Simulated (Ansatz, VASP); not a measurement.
## Cross-check of Pt (Pt strained to the junction's net) between VASP and Ansatz

Wanted: the spread between two codes on one cell, functional and k mesh. The structure shown is the end of the Ansatz relaxation below.

Method: plane waves, with VASP 6.6.1 beside it; single point at PBE, in Ansatz 0.2.0.

### Step 1. Set-up

The structure is cubic, space group Fm-3m (No. 225). The conventional cell has a = 3.971 Å, b = 3.971 Å, c = 3.971 Å, α = 90.00°, β = 90.00°, γ = 90.00°. Nearest to Pt lie 12 Pt at 2.81 Å. That group holds within 0.01 Å; judged at 0.001 Å it is R-3m (No. 166).

Structure file:

```cif
data_structure
_symmetry_space_group_name_H-M 'Fm-3m'
_symmetry_Int_Tables_number 225
_cell_length_a 3.9711
_cell_length_b 3.9711
_cell_length_c 3.9711
_cell_angle_alpha 90.000
_cell_angle_beta 90.000
_cell_angle_gamma 90.000
_cell_volume 62.62
loop_
_atom_site_label
_atom_site_type_symbol
_atom_site_symmetry_multiplicity
_atom_site_Wyckoff_symbol
_atom_site_fract_x
_atom_site_fract_y
_atom_site_fract_z
_atom_site_occupancy
Pt1 Pt 4 a 0.00000 0.00000 0.00000 1
```

### Step 2. Ansatz: relaxation, PBE

Ansatz runs on its default PAW (the set named soft_2) files.

This run makes the geometry at which the two programs are then compared.

Contents of input.yaml:

```yaml
crystal:
  lattice:
    - [2.807, 0.0, 0.0]
    - [-1.4035, 2.4309333084, 0.0]
    - [0.0, 0.0, 6.8766085047]
  atoms:
    - { symbol: Pt, position: [0.0, 0.0, 0.0] }
    - { symbol: Pt, position: [0.3333333333, 0.6666666667, 0.3333333333] }
    - { symbol: Pt, position: [0.6666666667, 0.3333333333, 0.6666666667] }
kpoints:
  mp_grid: { grid: [18, 18, 5] }
scf:
  occupations: { method: fermi_dirac, width: 0.1 }
  max_iter: 150
hamiltonian:
  xc: pbe
relax:
  f_tol: 0.01
  max_steps: 40
  cell: { fix: [a, b, angles] }
```

Command:

```sh
> ansatz run input.yaml --threads 4 --pin off --max-ram 10240MiB --backend cpu --events-out ev --progress --plain --runs-dir out
```

Numbers of over 12 decimals in the logs are rounded to 6 here.

The log of the run:

```text
Engine: ansatz 0.2.0, aarch64-unknown-linux-gnu
Pseudopotentials: kind: paw
Pseudopotential: Pt, paw, valence charge 18, recommended cutoff 420 eV (normal), Pt.paw.azcp
Functional definition: PBE
  parameter kappa = 0.804
  parameter beta = 0.066725
  exchange = pbe_x(kappa = kappa, mu = beta*pi^2/3)
  correlation = pbe_c(beta = beta)
Crystal: 3 atoms, lattice volume = 46.923 Å³
Basis set: ecut = 420 eV, 947 PW (Γ), exchange–correlation on 40×40×96 points (8 copies of the dense FFT grid, shifted against one another)
Bands: 33, of which v1, the nominal top of the filled ones, is band 27 counted from 1 (26 counted from 0)
Symmetry: 36 space group operations
Space group: R-3m (ITA 166), of the structure as read, at distance tolerance 3.6e-5 Å
k-points: 165 of 1620
Non-local potential: Pt, projectors of the file, l = 0: 3, l = 1: 2, l = 2: 2, l = 3: 1
PAW form: soft (Blöchl's): semilocal exchange-correlation on the pseudo side does not see the compensation charge
PAW one-centre angular grid: Pt, 590 points (default); XC on 64 Gauss nodes
Initial density: superposition of atomic densities (neutral atoms: chi_scale 0, normalization atom), corrected by the library's trained network
Initial wavefunctions: pseudopotential atomic-orbital guess
Functional: x = pbe(κ = 0.804, μ = 0.219515), c = pbe(β = 0.066725)
SCF iter   1: F=—  HF=-37569.130195 eV  |F-HF|=—  |Δ(HF+E_count)|=         —  Δρ=2.91e-3  dr2=6.48e-4  ethr=1.77e-3  ⟨swp⟩=5.2  Hψ=18990  notcnv=0
preconditioner: auto → Kerker (q_TF=auto, 2.793 Å⁻¹)  [metal: Δε(μ)=0.003 eV  Ē_g=9.155 eV  σ=0.100 eV  W_gap=0.01  n_scr=24 (ndim 8)  ℏωp=29.7 eV  f_vac=0.000  D(μ)=5.55/eV (n_scr^D=82)]
SCF iter   2: F=—  HF=-37569.133761 eV  |F-HF|=—  |Δ(HF+E_count)|=   3.57e-3  Δρ=1.64e-3  dr2=2.18e-4  ethr=1.20e-6  ⟨swp⟩=2.8  Hψ=11750  notcnv=0
SCF iter   3: F=—  HF=-37569.134287 eV  |F-HF|=—  |Δ(HF+E_count)|=   5.26e-4  Δρ=1.14e-4  dr2=1.77e-6  ethr=4.04e-7  ⟨swp⟩=2.0  Hψ=7917  notcnv=0
SCF iter   4: F=—  HF=-37569.134265 eV  |F-HF|=—  |Δ(HF+E_count)|=   2.16e-5  Δρ=5.17e-5  dr2=5.01e-7  ethr=3.28e-9  ⟨swp⟩=1.1  Hψ=5563  notcnv=0
iter 5 did not close the SCF: its close was put off for the readings that it lacked (scf_convergence_deferred on its scf_iter line)
SCF iter   5: F=-37569.134266 eV  HF=-37569.134266 eV  |F-HF|=2.17e-9  |Δ(HF+E_count)|=   3.57e-7  Δρ=6.75e-6  dr2=2.11e-8  ethr=9.28e-10  ⟨swp⟩=2.0  Hψ=6981  notcnv=0
SCF iter   6: F=-37569.134266 eV  HF=-37569.134266 eV  |F-HF|=4.37e-10  |Δ(HF+E_count)|=   1.04e-9  Δρ=3.28e-6  dr2=3.58e-9  ethr=3.91e-11  ⟨swp⟩=2.0  Hψ=17214  notcnv=0
SCF 1 converged in 6 iterations: F = -37569.134266 eV  dr2 = 3.58e-9
  greatest PAW one-centre occupation: 1.000 electrons in one spin orbital (limit 2), on the Pt atom at site 2 (counted from 0), in its partial waves of l = 0
relax step   1: F+E_penalty+E_count = -37569.13426560 eV  Δ(F+E_penalty+E_count) = +0.000e0 eV  max|allowed force component| = 8.372e-29 eV/Å  Δτ_max = 0.0000 Å  P = +0.408 GPa  Ω = 46.923 Å³  fix = [a, b, alpha, beta, gamma]  reactions: a +0.453, b +0.453 GPa  (6 SCF iters, dr2 threshold 1.00e-7 eV, accepted)
[...]
relax step   2: F+E_penalty+E_count = -37569.13423888 eV  Δ(F+E_penalty+E_count) = +2.672e-5 eV  max|allowed force component| = 2.842e-28 eV/Å  Δτ_max = 0.0000 Å  P = -0.021 GPa  Ω = 47.005 Å³  energy of the carried Pulay correction = -3.653e-5 eV  fix = [a, b, alpha, beta, gamma]  reactions: a +0.107, b +0.107 GPa  (6 SCF iters, dr2 threshold 2.52e-7 eV, accepted)
[...]
relax step   3: F+E_penalty+E_count = -37569.13428917 eV  Δ(F+E_penalty+E_count) = -5.029e-5 eV  max|allowed force component| = 4.292e-28 eV/Å  Δτ_max = 0.0000 Å  P = +0.178 GPa  Ω = 46.967 Å³  energy of the carried Pulay correction = -1.950e-5 eV  fix = [a, b, alpha, beta, gamma]  reactions: a +0.268, b +0.268 GPa  (6 SCF iters, dr2 threshold 1.92e-7 eV, accepted)
[...]
relax step   4: F+E_penalty+E_count = -37569.13431112 eV  Δ(F+E_penalty+E_count) = -2.195e-5 eV  max|allowed force component| = 3.626e-29 eV/Å  Δτ_max = 0.0000 Å  P = +0.177 GPa  Ω = 46.967 Å³  fix = [a, b, alpha, beta, gamma]  reactions: a +0.267, b +0.267 GPa  stress off target by 2.18e-3 GPa on what of the cell is left free  SCF on the basis re-selected at this cell (its energy is not comparable with the rows above)  (7 SCF iters)
basis re-selected at this cell: Δ(F+E_penalty+E_count) = -2.195e-5 eV, ΔP = -0.001 GPa vs the last step (what re-selecting the basis moved, of the pressure what is left beyond the Pulay correction that the steps carried, after the strain that the cell walked since its last selection, with what the two solves' SCF thresholds leave and, on support functions, any second-order correction that the steps lacked; it is no m [...]
SCF converged after 7 iterations
Free energy (F): -37569.134311 eV
Harris-Foulkes:  -37569.134311 eV  (|F-HF|=7.28e-12)
Internal energy: -37568.959623 eV  (E = F + TS)
E sigma→0 (E₀):  -37569.046967 eV
Entropy (-TS):   -0.174688 eV (-58.229 meV/atom)
Fermi energy:    22.271218 eV
--- Per-component energies (eV) ---
  E_band       = -436.961933
  E_kinetic    = 1910.992480
  E_local      = -4531.414589  (includes V_loc(G=0)·N_el)
  E_nonlocal   = 599.465682
  E_hartree    = 1678.309202
  E_xc         = -784.765446
  E_vxc        = -907.753654  (∫ρ·V_xc dr)
  E_paw        = -28361.696583  (= ΣΔE_a)
  E_vpaw       = -864.870866  (= ΣTr[D̂ρ^β])
  E_aug_tail   = 0.000610  (compensation charges beyond the density's cutoff)
  E_ewald      = -8079.850980
  E_smearing   = -0.174688  (= −TS)
  E_closure    = 0.000000  (closes the sum)
  Σ components = -37569.134311   (vs F -37569.134311, Δ=0.00e0)
--- Forces (eV/Å), atoms counted from 1 ---
  atom   1  Pt    -0.00000000     0.00000000     0.00000000
  atom   2  Pt    -0.00000000     0.00000000     0.00000000
  atom   3  Pt     0.00000000     0.00000000    -0.00000000
  max |Σ_I F_I| component: 2.07e-29 eV/Å
--- Stress (GPa, compression-positive) ---
        0.267224       0.000000       0.000000
       -0.000000       0.267224      -0.000000
        0.000000      -0.000000      -0.002181
  P = ⅓ Tr σ = 0.1774 GPa (1.774 kbar)
--- Relaxed structure (3 steps of the walk, 3 accepted, 1 SCFs on fresh bases) ---
  F+E_penalty+E_count = -37569.13431112 eV   max|allowed force component| = 3.626e-29 eV/Å   (the final SCF, on the basis selected at the relaxed cell)
  cell:  # Å, volume = 46.9671 Å³
    - [2.807000, 0, 0]
    - [-1.403500, 2.430933, 0]
    - [0, 0, 6.883013]
  atoms:
    - { symbol: Pt, position: [0, 0, 0] }
    - { symbol: Pt, position: [0.333333, 0.666667, 0.333333] }
    - { symbol: Pt, position: [0.666667, 0.333333, 0.666667] }
```

### Step 3. VASP: single point, PBE

The same cell, functional, mesh and smearing now go to VASP, with its own data sets.

Lines of VASP's logs that name or quote its potential files are left out, and so is its time.

Contents of INCAR:

```
SYSTEM = Pt
PREC = Accurate
ENCUT = 500
EDIFF = 1E-06
NELM = 120
ISMEAR = -1
SIGMA = 0.1
LREAL = .FALSE.
ALGO = Normal
GGA = PE
NBANDS = 21
LASPH = .TRUE.
LORBIT = 11
LWAVE = .FALSE.
LCHARG = .FALSE.
ISIF = 2
GGA_COMPAT = .FALSE.
```

Contents of POSCAR:

```
Pt
1.0
    2.8070000000      0.0000000000      0.0000000000
   -1.4035000000      2.4309333084      0.0000000000
    0.0000000000      0.0000000000      6.8830129163
Pt
3
Direct
    1.0000000000      0.0000000000      0.0000000000
    0.3333333333      0.6666666667      0.3333333333
    0.6666666667      0.3333333333      0.6666666667
```

Contents of KPOINTS:

```
Automatic mesh
0
Gamma
18 18 5
0 0 0
```

The projector-augmented-wave data sets are Pt (PBE family, release 64).

Command:

```sh
> mpirun -np 1 vasp_std
```

The log of the run:

```text
[banner, memory and clock lines left out]
running    1 mpi-ranks, on    1 nodes
 distrk:  each k-point on    1 cores,    1 groups
 distr:  one band on    1 cores,    1 groups

 POSCAR found type information on POSCAR Pt
 POSCAR found :  1 types and       3 ions
 LDA part: xc-table for (Slater+PW92), standard interpolation
 POSCAR, INCAR and KPOINTS ok, starting setup
 FFT: planning ... GRIDC
 FFT: planning ... GRID_SOFT
 FFT: planning ... GRID
 WAVECAR not read
 entering main loop
       N       E                     dE             d eps       ncg     rms          rms(c)
DAV:   1     0.169528023227E+03    0.16953E+03   -0.15007E+04  7058   0.132E+03
DAV:   2    -0.152094414271E+02   -0.18474E+03   -0.17246E+03  7564   0.289E+02
DAV:   3    -0.194960997625E+02   -0.42867E+01   -0.42071E+01  8072   0.438E+01
DAV:   4    -0.195267539372E+02   -0.30654E-01   -0.30638E-01  7830   0.387E+00
DAV:   5    -0.195270815654E+02   -0.32763E-03   -0.32762E-03  8020   0.429E-01    0.201E+01
DAV:   6    -0.184972826324E+02    0.10298E+01   -0.20664E+00  7660   0.112E+01    0.106E+01
DAV:   7    -0.183975981014E+02    0.99685E-01   -0.43362E-01  7860   0.499E+00    0.332E+00
DAV:   8    -0.183858466327E+02    0.11751E-01   -0.49084E-02  7480   0.167E+00    0.103E+00
DAV:   9    -0.183852046359E+02    0.64200E-03   -0.55603E-04  7820   0.185E-01    0.488E-02
DAV:  10    -0.183852215214E+02   -0.16886E-04   -0.11141E-05  7859   0.253E-02    0.767E-03
DAV:  11    -0.183852231230E+02   -0.16016E-05   -0.90417E-07  4865   0.686E-03    0.213E-03
DAV:  12    -0.183852231485E+02   -0.25518E-07   -0.58366E-08  4080   0.184E-03
   1 F= -.18385223E+02 E0= -.18297660E+02  d E =-.175126E+00
```

OUTCAR, selected parts (step 3):

```text
ion  position               nearest neighbor table
   1  0.000  0.000  0.000-   2 2.81   3 2.81   2 2.81   3 2.81   3 2.81   2 2.81
   2  0.333  0.667  0.333-   1 2.81   1 2.81   1 2.81   3 2.81   3 2.81   3 2.81
   3  0.667  0.333  0.667-   1 2.81   1 2.81   1 2.81   2 2.81   2 2.81   2 2.81

  LATTYP: Found a hexagonal cell.
 ALAT       =     2.8070000000
 C/A-ratio  =     2.4520886770

 Subroutine GETGRP returns: Found 12 space group operations
 (whereof 12 operations were pure point group operations)

The static configuration has the point symmetry D_3d.

 Found    165 irreducible k-points:

   k-points           NKPTS =    165   k-points in BZ     NKDIM =    165   number of bands    NBANDS=     21

   dimension x,y,z NGX =    20 NGY =   20 NGZ =   50
   dimension x,y,z NGXF=    40 NGYF=   40 NGZF=  100

   ENCUT  =  500.0 eV  36.75 Ry    6.06 a.u.   5.12  5.12 12.55*2*pi/ulx,y,z

   NELECT =      30.0000    total number of electrons

 k-points in reciprocal lattice and weights: Automatic mesh
   0.00000000  0.00000000  0.00000000       0.001
   0.05555556  0.00000000  0.00000000       0.004
   0.11111111  0.00000000  0.00000000       0.004
   0.16666667 -0.00000000  0.00000000       0.004
   0.22222222  0.00000000  0.00000000       0.004
   0.27777778  0.00000000  0.00000000       0.004
   0.33333333 -0.00000000  0.00000000       0.004
   0.38888889  0.00000000  0.00000000       0.004
   0.44444444  0.00000000  0.00000000       0.004
[...]
-0.27777778 -0.38888889  0.40000000       0.007
   0.33333333  0.33333333  0.40000000       0.002

 average (electrostatic) potential at core
       1 -63.4734       2 -63.4734       3 -63.4734

 E-fermi :  10.5666

 k-point     1 :       0.0000    0.0000    0.0000
  band No.  band energies     occupation
    ...
     14       9.0205      2.00000
     15       9.7837      1.99920
     16       9.7837      1.99920
     17       9.7837      1.99920
     18       9.7837      1.99920
     19      20.5906      0.00000
     20      20.5906      0.00000
     21      25.2981      0.00000

 k-point     2 :       0.0556    0.0000    0.0000
  band No.  band energies     occupation
    ...
     14       9.0229      2.00000
     15       9.5208      1.99994
     16       9.7559      1.99940
     17      10.0233      1.99129
     18      10.2147      1.94245
     19      20.6304      0.00000
     20      20.6366      0.00000
     21      25.4613      0.00000

 k-point     3 :       0.1111    0.0000    0.0000
  band No.  band energies     occupation
    ...
     13       8.8385      2.00000
     14       9.0426      2.00000
     15       9.2513      2.00000
     16      10.0752      1.98541
     17      10.2293      1.93367
     18      10.8340      0.12901
     19      20.7280      0.00000
     20      20.7771      0.00000
     21      25.9159      0.00000

  Total       -0.0589864     -0.0589864     -0.1370749      0.0000000      0.0000000      0.0000000
  in kB       -2.0121890     -2.0121890     -4.6760002      0.0000000      0.0000000      0.0000000
  external PRESSURE =      -2.9001261 kB  Pullay stress =       0.0000000 kB

  energy-cutoff  :      500.00
  volume of cell :       46.97
      direct lattice vectors                 reciprocal lattice vectors
     2.807000000  0.000000000  0.000000000     0.356252227  0.205682319  0.000000000
    -1.403500000  2.430933308  0.000000000     0.000000000  0.411364638  0.000000000
     0.000000000  0.000000000  6.883012916     0.000000000  0.000000000  0.145285213

 POSITION                                       TOTAL-FORCE (eV/Angst)
 -----------------------------------------------------------------------------------
      0.00000      0.00000      0.00000         0.000000     -0.000000     -0.000000
     -0.00000      1.62062      2.29434        -0.000000     -0.000000     -0.000000
      1.40350      0.81031      4.58868        -0.000000      0.000000      0.000000
 -----------------------------------------------------------------------------------
    total drift:                               -0.000000      0.000000     -0.000000

  FREE ENERGIE OF THE ION-ELECTRON SYSTEM (eV)
  ---------------------------------------------------
  free  energy   TOTEN  =       -18.3852231485 eV

  energy  without entropy=      -18.2100975175  energy(sigma->0) =      -18.29766033

 total charge
# of ion       s       p       d       tot
------------------------------------------
    1        0.619   0.567   8.016   9.203
    2        0.619   0.567   8.016   9.203
    3        0.619   0.567   8.016   9.203
--------------------------------------------------
tot          1.858   1.702  24.048  27.608

[... 3 further parts left out ...]
```

The run ends at a pressure of -0.29 GPa.

### Step 4. Side by side

Known differences besides the potentials themselves: the data sets hold 54 valence electrons in Ansatz (on its default PAW (the set named soft_2) files) and 30 in VASP; the cutoff is 420 eV in Ansatz and 500 eV in VASP; Ansatz's pressure holds a Pulay correction, VASP's none. Total energies have different zeros and are not compared.

The two programs side by side:

| quantity | Ansatz | VASP | difference |
| --- | --- | --- | --- |
| pressure (GPa) | 0.18 | -0.29 | +0.47 |

### Step 5. What came out

- difference in pressure (single point, PBE): 0.47 GPa

In words: The difference in pressure is 0.47 GPa (single point, PBE), within the 1 GPa picked in this series as the mark of a large difference. The data sets hold unlike numbers of valence electrons (54 in Ansatz and 30 in VASP), so part of the differences comes from the potentials. Such differences can come from data sets, numerical settings and the points named under the comparisons, not from the functional's error against experiment.

[Lines on the potential files, build, host, timing and source positions are cut from VASP's logs without a mark.]

[Logs are printed without paths, hosts, clocks, repeated set-up lines and the standing remarks that a program may print on its own settings, such as how far it seeks lower states.]

[Hosts, paths, dates, database ids (printed as entryN), source tags and the programs' standing remarks are cut or masked in the printed files.]
